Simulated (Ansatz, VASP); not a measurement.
## Si2Mo: VASP beside Ansatz

Wanted: the spread between two codes on one cell, functional and k mesh. The cell is taken from a series of runs on this material, whose earlier steps may have relaxed, scaled, displaced or heated it; both programs get it as it stands.

Program: Ansatz 0.2.0. Level of theory: plane waves, with VASP 6.6.1 beside it; zone-centre phonons at LDA. Results are calculated unless marked as measured.

## (1) The structure

The structure is tetragonal, space group I4/mmm (No. 139). The conventional cell has a = 3.219 Å, b = 3.219 Å, c = 7.867 Å, α = 90.00°, β = 90.00°, γ = 90.00°. Si has 5 Si at 2.58 to 2.65 Å and 5 Mo at 2.62 to 2.64 Å nearest. Nearest to Mo lie 10 Si at 2.62 to 2.64 Å. Farther neighbours are not listed.

## (2) Ansatz: zone-centre phonons, LDA

Ansatz runs on its PAW soft_1 files.

Second derivatives magnify differences that forces hide, and they need a tight electronic threshold.

Contents of input.yaml:

```yaml
crystal:
  lattice:
    - [-1.6094594052, 1.6094594052, 3.9332843905]
    - [1.6094594052, -1.6094594052, 3.9332843905]
    - [1.6094594052, 1.6094594052, -3.9332843905]
  atoms:
    - { symbol: Si, position: [0.3359024954, 0.3359024954, 0.0] }
    - { symbol: Si, position: [0.6640975046, 0.6640975046, 0.0] }
    - { symbol: Mo, position: [0.0, 0.0, 0.0] }
kpoints:
  mp_grid: { grid: [20, 20, 20] }
hamiltonian:
  xc: lda
  pseudopotentials: { kind: paw, azcp: { folder: soft_1 }, xc_functional: pbe }
scf:
  occupations: { method: methfessel_paxton, width: 0.2 }
output:
  eigenvalues: true
phonons:
  method: dfpt
```

The run is started by

```bash
ansatz run input.yaml --threads 4 --pin off --max-ram 10240MiB --backend cpu --events-out ev --progress --plain --runs-dir out
```

Numbers of over 12 decimals in the logs are rounded to 6 here.

What it wrote:

```text
zone centre: on kpoints.mp_grid the ground state, and the responses unless they are solved on pairs of k-points, stand on 1166 of the mesh's 8000 k-points, reduced under 4 symmetry operations, with k and −k counted as one. Each operation leaves every solved displacement unchanged or reverses it
Engine: ansatz 0.2.0, x86_64-unknown-linux-gnu
Pseudopotentials: kind: paw
Pseudopotential: Si, paw, valence charge 4, recommended cutoff 420 eV (normal), soft_1/Si.paw.azcp
Pseudopotential: Mo, paw, valence charge 14, recommended cutoff 420 eV (normal), soft_1/Mo.paw.azcp
Functional definition: SPW92
  exchange = slater_x
  correlation = pw_c
Crystal: 3 atoms, lattice volume = 40.754 Å³
Basis set: ecut = 420 eV, 793 PW (Γ), exchange–correlation on 64×64×64 points (8 copies of the dense FFT grid, shifted against one another)
Bands: 15, of which v1, the nominal top of the filled ones, is band 11 counted from 1 (10 counted from 0)
Symmetry: 16 space group operations
k-points: 1166 of 8000 (irreducible under 4 space group operations, time reversal used)
Non-local potential: Si, projectors of the file, l = 0: 2, l = 1: 2, l = 2: 1
Non-local potential: Mo, projectors of the file, l = 0: 3, l = 1: 2, l = 2: 2, l = 3: 1
PAW form: soft (Blöchl's): semilocal exchange-correlation on the pseudo side does not see the compensation charge
PAW frozen core: Si, regenerated for the run's functional, and the local potential with it (the file was generated under x = pbe(κ = 0.804, μ = 0.219515), c = pbe(β = 0.066725))
PAW frozen core: Mo, regenerated for the run's functional, and the local potential with it (the file was generated under x = pbe(κ = 0.804, μ = 0.219515), c = pbe(β = 0.066725))
PAW one-centre angular grid: Si, 110 points (default); XC on 64 Gauss nodes
PAW one-centre angular grid: Mo, 590 points (default); XC on 64 Gauss nodes
Initial density: superposition of atomic densities (chi_scale 0.1, normalization cell, long waves kept (reshape's long-wave potential 0.00 eV rms))
Initial wavefunctions: pseudopotential atomic-orbital guess
Functional: x = slater, c = lda
SCF iter   1: F=—  HF=-6063.189088 eV  |F-HF|=—  |Δ(HF+E_count)|=         —  Δρ=9.26e-2  dr2=5.36e0  ethr=3.10e-3  ⟨swp⟩=5.2  Hψ=98649  notcnv=0
preconditioner: auto → Kerker (q_TF=auto, 2.462 Å⁻¹)  [metal: Δε(μ)=0.007 eV  Ē_g=8.011 eV  σ=0.200 eV  W_gap=0.03  n_scr=10 (ndim 8)  ℏωp=21.8 eV  f_vac=0.000  D(μ)=0.60/eV (n_scr^D=2)]
SCF iter   2: F=—  HF=-6061.979426 eV  |F-HF|=—  |Δ(HF+E_count)|=    1.21e0  S|Δr|=    0.00e0  Δρ=2.98e-2  dr2=2.54e-1  ethr=3.10e-3  ⟨swp⟩=2.3  Hψ=43560  notcnv=0
SCF iter   3: F=—  HF=-6061.928554 eV  |F-HF|=—  |Δ(HF+E_count)|=   5.09e-2  S|Δr|=    0.00e0  Δρ=1.44e-2  dr2=6.14e-2  ethr=1.16e-3  ⟨swp⟩=2.2  Hψ=23005  notcnv=0
SCF iter   4: F=—  HF=-6061.914253 eV  |F-HF|=—  |Δ(HF+E_count)|=   1.43e-2  S|Δr|=    0.00e0  Δρ=2.48e-3  dr2=2.51e-3  ethr=2.79e-4  ⟨swp⟩=2.2  Hψ=25579  notcnv=0
SCF iter   5: F=—  HF=-6061.913528 eV  |F-HF|=—  |Δ(HF+E_count)|=   7.25e-4  S|Δr|=    0.00e0  Δρ=3.38e-4  dr2=8.80e-5  ethr=1.14e-5  ⟨swp⟩=2.8  Hψ=28530  notcnv=0
SCF iter   6: F=—  HF=-6061.913511 eV  |F-HF|=—  |Δ(HF+E_count)|=   1.65e-5  S|Δr|=    0.00e0  Δρ=3.30e-5  dr2=7.32e-7  ethr=4.00e-7  ⟨swp⟩=2.2  Hψ=22251  notcnv=0
SCF iter   7: F=—  HF=-6061.913511 eV  |F-HF|=—  |Δ(HF+E_count)|=   1.09e-8  S|Δr|=    0.00e0  Δρ=6.12e-6  dr2=1.73e-8  ethr=3.33e-9  ⟨swp⟩=2.3  Hψ=25285  notcnv=0
SCF iter   8: F=—  HF=-6061.913511 eV  |F-HF|=—  |Δ(HF+E_count)|=   2.77e-9  S|Δr|=    0.00e0  Δρ=9.88e-7  dr2=4.02e-10  ethr=7.87e-11  ⟨swp⟩=2.4  Hψ=29670  notcnv=0
SCF iter   9: F=-6061.913511 eV  HF=-6061.913511 eV  |F-HF|=5.46e-12  |Δ(HF+E_count)|=  1.20e-10  S|Δr|=    0.00e0  Δρ=1.61e-7  dr2=9.26e-12  ethr=1.00e-12  ⟨swp⟩=3.9  Hψ=79641  notcnv=0
the search or the solves at the SCF's close seem to have found levels that the self-consistency loop had missed (the run counts 2). By its estimate they hold under 1e-12 electrons; where the run keeps them, the occupations were computed again with them
SCF 1 converged in 9 iterations: F = -6061.913511 eV  dr2 = 9.26e-12
  greatest PAW one-centre occupation: 0.998 electrons in one spin orbital (limit 2), on the Mo atom at site 2 (counted from 0), in its partial waves of l = 0
DFPT response loops at Γ: preconditioner auto → Kerker (q_TF=auto, 2.462 Å⁻¹) (partly filled bands, converged f_vac=0.000); β = 1.00, the filter's whole step (`scf.mixing.beta` (0.50) is not read by the response loops under this deck's `scf.mixing.preconditioner`; to damp them name `kerker` or `kerker_dos`, under which they read `scf.mixing.beta`, and type it under 1.00, their step now; both keys bind the ground state too); Broyden in place of MSR1
SCF converged after 9 iterations
Stability not checked: this state was not tested for a lower state beside it, because cold or Methfessel-Paxton smearing, or corrected tetrahedra, fill the levels in a way that the test cannot read (fill_not_monotonic; see scf.lower_state_search)
Free energy (F): -6061.913511 eV
Harris-Foulkes:  -6061.913511 eV  (|F-HF|=5.46e-12)
Internal energy: -6061.914382 eV  (E = F + TS)
E sigma→0 (E₀):  -6061.913729 eV
Entropy (-TS):   0.000870 eV (0.290 meV/atom)
Fermi energy:    15.445387 eV
--- Per-component energies (eV) ---
  E_band       = -56.263027
  E_kinetic    = 511.600234
  E_local      = -1147.801716  (includes V_loc(G=0)·N_el)
  E_nonlocal   = 199.539507
  E_hartree    = 434.279142
  E_xc         = -291.293674
  E_vxc        = -320.869858  (∫ρ·V_xc dr)
  E_paw        = -4069.834229  (= ΣΔE_a)
  E_vpaw       = -167.289543  (= ΣTr[D̂ρ^β])
  E_aug_tail   = 0.000118  (compensation charges beyond the density's cutoff)
  E_ewald      = -1699.045242
  E_core_change = 0.641477  (= ΣΔE_core)
  E_smearing   = 0.000870  (= −TS)
  E_closure    = -0.000000  (closes the sum)
  Σ components = -6061.913511   (vs F -6061.913511, Δ=0.00e0)
--- Band table (eV; the first three rows and the last of 1166) ---
  k-point 0: bands = [... 7 lower, 12.4336, 12.8985, 12.8985, 15.8007, 18.5141, 18.8207, 18.8705, 18.8705]
  k-point 1: bands = [... 7 lower, 12.4543, 12.7047, 13.2522, 15.4988, 18.2409, 18.7565, 18.9085, 18.9519]
  k-point 2: bands = [... 7 lower, 12.2164, 12.5185, 13.7937, 14.7512, 17.7934, 18.6805, 19.0034, 19.1577]
  k-point 1165: bands = [... 7 lower, 13.3381, 14.8908, 14.8908, 15.0030, 15.0030, 15.9303, 20.1515, 20.2979]
--- Phonons (Γ-DFPT): 4 representative perturbations + reference, on 1166 of 8000 k-points (Σ response iterations 12) ---
  k mesh reduced under 4 symmetry operations, with k and −k counted as one. Each operation leaves every solved displacement unchanged or reverses it
  ASR residual: 5.284e-5 → 0.000e0 eV/Å²; symmetrization residual: 2.887e-6 eV/Å²
  ASR residual per site (eV/Å²): 5.28e-5 5.28e-5 2.60e-5
  Γ frequencies (cm⁻¹): 0.00 0.00 0.00 257.27 257.27 295.00 307.58 307.58 417.77
  non-analytic LO–TO correction: not included (Born effective charges unavailable; polar crystals: no LO–TO splitting at Γ)
```

The column dr2 measures how far the density is from self-consistency, as an energy; F and HF (Harris–Foulkes) agree once it is small.

(Part 1 of 2 ends here.)

[Lines on the potential files, build, host, timing and source positions are cut from VASP's logs without a mark.]

[Logs are printed without paths, hosts, clocks, repeated set-up lines and the standing remarks that a program may print on its own settings, such as how far it seeks lower states.]

[Hosts, paths, dates, database ids (printed as entryN), source tags and the programs' standing remarks are cut or masked in the printed files.]
